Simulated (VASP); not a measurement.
Method: r2SCAN meta-GGA, VASP's PBE PAW potentials (set 64) (plane waves; VASP).

Gaps are without spin-orbit coupling.

```
Quantity                                              Result
---------------------------------------------  -------------
volume per atom                                16.07 Å³/atom
band gap (over mesh and band path)                   5.09 eV
smallest direct gap (over mesh and band path)        5.17 eV
```

Problem. Which relaxed crystal gives these values?
A. AlInSb2, P-4m2 (115)
B. LaOF, P4/nmm (129)
C. ZnCd3S4, P-43m (215)
D. SnSe, Fm-3m (225)

Solution. B, LaOF, P4/nmm (129)
